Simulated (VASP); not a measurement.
# Ba2SeO: structure and properties in VASP, part 2 of 2

Wanted: the relaxed cell of Ba2SeO and its properties. The cell is invented: it takes the structure of COD entry 9008673, MgSe (space group 225 there), with some of its atoms replaced by other elements, volume scaled by an estimate. It may not be a known or stable phase. The atoms of the start are displaced at random from the sites of a P4/mmm cell.

VASP 6.6.1; PBE; plane waves and PAW (Ba_sv, Se, O); invented cell.

So far. Step 5 (Single point with fields (PBE)): In this run the pressure is 0.00 GPa, small enough to go on. Step 6 (Bands along the symmetry lines (PBE)): The path finds the gap of the mesh within 0.02 eV, so the mesh comes close to both band edges.

### 7. Total and projected DOS (PBE) (continued)

The density of states has structure finer than the step of the table below, so its rows give means over 1 eV, whole bins alone (the curve runs from -12.0 to 5.64 eV). Peaks (eV: height): total -11.4: 23.2, -11.3: 39.5, -0.7: 18.4, -0.4: 15.6; O p -0.9: 3.98, -0.7: 7.07, -0.4: 7.74; Ba d 3.2: 1.44, 4.1: 1.21, 4.5: 2.02, 5.6: 2.52; Se p -1.5: 2.28, -0.9: 1.91, -0.7: 3.66; Ba p -11.4: 21.0, -11.3: 36.1, -10.7: 6.70.

States under -12.0 eV and over 5.6 eV are left out. Table of density of states by energy, zero at the valence-band top; means over each step; values in states/eV/cell:

| energy (eV) | total | O p | Ba d | Se p | Ba p | Se s |
| --- | --- | --- | --- | --- | --- | --- |
| -11 | 6.36 | 0.0266 | 0.00672 | 0.00592 | 5.52 | 0.0708 |
| -10 | 1.92 | 7.9e-4 | 0.00661 | 0.00135 | 0.606 | 0.971 |
| -9 | 0 | 0 | 0 | 0 | 0 | 0 |
| -8 | 0 | 0 | 0 | 0 | 0 | 0 |
| -7 | 0 | 0 | 0 | 0 | 0 | 0 |
| -6 | 0 | 0 | 0 | 0 | 0 | 0 |
| -5 | 0 | 0 | 0 | 0 | 0 | 0 |
| -4 | 0 | 0 | 0 | 0 | 0 | 0 |
| -3 | 0 | 0 | 0 | 0 | 0 | 0 |
| -2 | 0.985 | 0.0500 | 0.0450 | 0.313 | 0.00951 | 7.9e-4 |
| -1 | 9.44 | 2.68 | 0.552 | 1.85 | 0.247 | 0.00389 |
| 0 | 1.75 | 0.677 | 0.0659 | 0.278 | 0.0583 | 3.2e-4 |
| 1 | 0 | 0 | 0 | 0 | 0 | 0 |
| 2 | 0.0417 | 0.00162 | 0.00648 | 6.6e-4 | 2.5e-4 | 7.9e-4 |
| 3 | 2.36 | 0.0924 | 0.591 | 0.0466 | 0.0324 | 0.0126 |
| 4 | 3.74 | 0.161 | 1.00 | 0.0937 | 0.0704 | 0.0238 |
| 5 | 3.98 | 0.127 | 1.44 | 0.107 | 0.0526 | 0.0421 |

The gap on this mesh is 2.09 eV. In the top eV of the valence band the largest shares in the PAW spheres are O p 34 %, Se p 17 % and Ba d 5 %. The rest lies in smaller channels or between the spheres.

### 8. Response to an electric field (PBE)

The response to a static field gives the electronic dielectric tensor and the Born charges. It needs tightly converged orbitals, hence the small EDIFF.

The input, INCAR:

```
SYSTEM = Ba2SeO
PREC = Accurate
ENCUT = 520
EDIFF = 1E-08
NELM = 100
ISMEAR = 0
SIGMA = 0.01
LREAL = .FALSE.
ALGO = Normal
GGA = PE
NBANDS = 22
LORBIT = 11
LWAVE = .FALSE.
LCHARG = .FALSE.
KPAR = 2
LEPSILON = .TRUE.
```

The input, POSCAR:

```
Ba2SeO
1.0
    4.7404832200      0.0000000000      0.0000000000
    0.0000000000      4.4389628300      0.0000000000
   -0.0735353900      0.0000000000      6.5383073500
Ba Se O
2 1 1
Direct
    0.4996762360      0.5000000000      0.4370531020
    0.1262429400      0.0000000000      0.9948535090
    0.9963588130      0.0000000000      0.5017322050
    0.3825050120      0.5000000000      0.0670541840
```

The input, KPOINTS:

```
Automatic mesh
0
Gamma
5 5 4
0 0 0
```

The projector-augmented-wave data sets are Ba_sv, Se and O (PBE family, release 64).

Command:

```sh
mpirun -np 2 vasp_std
```

Elapsed: 4.7 min, on 2 MPI ranks of Intel Xeon 6975P-C (Granite Rapids), shared host; peak memory 1.1 GiB; 9.3 min of CPU time.

Energies printed during the response cycles are not total energies of the cell. The dielectric response converges more slowly with the mesh than energies do, so tensor and charges may still move on a finer one.

Numbers from this step:

| Property | Result |
| --- | --- |
| bands | 22 |
| irreducible k-points | 33 |
| Fermi energy | 0.7837 eV |
| pressure | -0.002863 GPa |

Electronic dielectric tensor with local fields:

```
4.29 0.00 0.16
0.00 4.49 0.00
0.16 0.00 4.22
```

Born effective charge (e), principal values of the symmetric part by kind of site:

| atom | atoms with these values | low | middle | high | mean |
| --- | --- | --- | --- | --- | --- |
| Ba1 | 1 | 1.94 | 2.30 | 2.76 | 2.33 |
| Ba2 | 1 | 1.73 | 2.70 | 2.94 | 2.46 |
| Se3 | 1 | -2.65 | -2.25 | -2.13 | -2.35 |
| O4 | 1 | -2.99 | -2.70 | -1.64 | -2.44 |

In full for Se3:

```
-2.65  0.00 -0.05
 0.00 -2.25  0.00
-0.05  0.00 -2.14
```

Piezoelectric tensor with clamped ions (C/m²), by row:

| field | xx | yy | zz | xy | yz | zx |
| --- | --- | --- | --- | --- | --- | --- |
| x | -0.02051 | -0.1759 | 0.09791 | 0 | 0 | -0.07133 |
| y | 0 | 0 | 0 | -0.1824 | -0.1454 | 0 |
| z | -0.03174 | -0.1244 | 0.272 | 0 | 0 | 0.1369 |

The Born charges sum to zero; the printed set may have that rule imposed, so this is no test.

### 9. Electric field gradients (PBE)

Field gradients probe how far the charge around each nucleus departs from cubic symmetry; LASPH keeps the non-spherical terms inside the spheres.

The input, INCAR:

```
SYSTEM = Ba2SeO
PREC = Accurate
ENCUT = 520
EDIFF = 1E-07
NELM = 100
ISMEAR = 0
SIGMA = 0.05
LREAL = .FALSE.
ALGO = Normal
GGA = PE
NBANDS = 22
LORBIT = 11
LWAVE = .FALSE.
LCHARG = .FALSE.
KPAR = 2
LEFG = .TRUE.
LASPH = .TRUE.
```

POSCAR is that of step 8.

The input, KPOINTS:

```
Automatic mesh
0
Gamma
4 5 3
0 0 0
```

Command:

```sh
mpirun -np 2 vasp_std
```

Wall time 17 s (2 MPI ranks); peak memory 0.54 GiB.

This step gave:

| Item | Value |
| --- | --- |
| SCF cycles | 17 |
| irreducible k-points | 21 |
| Fermi energy | 0.9273 eV |
| pressure | -0.007391 GPa |

Electric field gradients, by row:

| atom | Vxx (V/Å²) | Vyy (V/Å²) | Vzz (V/Å²) | asymmetry |
| --- | --- | --- | --- | --- |
| Ba1 | 58.83 | 19.16 | -78 | 0.509 |
| Ba2 | -132.9 | -27.33 | 160.2 | 0.659 |
| Se3 | 22.68 | 15.64 | -38.31 | 0.184 |
| O4 | -18.51 | -2.069 | 20.58 | 0.799 |

The largest gradient, 160.24 V/Å², sits on Ba2; times the quadrupole moment of a nucleus that has one, it gives the coupling that NMR and NQR see.

### 10. Summary of results

| Quantity | Value |
| --- | --- |
| relaxed volume | 34.40 Å³/atom |
| relaxed conventional cell a, b, c | 4.740, 4.439, 6.539 Å; angles 90.0, 90.6, 90.0° |
| space group after relaxing, within 0.02 Å | Pm (No. 6) |
| band gap | 2.08 eV, direct |
| gap among the points of the DOS mesh alone, an upper bound | 2.09 eV |
| largest field gradient Vzz | 160.24 V/Å² on Ba2 |

In words: With PBE, Ba2SeO relaxes to 34.40 Å³/atom in space group Pm and has a direct gap of 2.08 eV. Bands along the symmetry lines (PBE): On this path the gap is direct, 2.08 eV, with the valence top at Γ and the conduction bottom at Γ. Response to an electric field (PBE): The principal values of the electronic dielectric tensor with local fields are 4.09, 4.42 and 4.49. Response to an electric field (PBE): Mean Born effective charge: Ba1 2.33, Ba2 2.46, Se3 -2.35, O4 -2.44 e. Spin-orbit coupling is left out, and with elements this heavy it would split and shift bands near the edges, and it can change the kind of a small gap. No search among competing phases was made. All values are for a static lattice at zero temperature.

[Lines on the potential files, build, host, timing and source positions are cut from VASP's logs without a mark.]

[Logs are printed without paths, hosts, clocks, repeated set-up lines and the standing remarks that a program may print on its own settings, such as how far it seeks lower states.]

[Hosts, paths, dates, database ids (printed as entryN), source tags and the programs' standing remarks are cut or masked in the printed files.]

[A measured line is paired with the nearest computed mode of its activity, which favours agreement.]
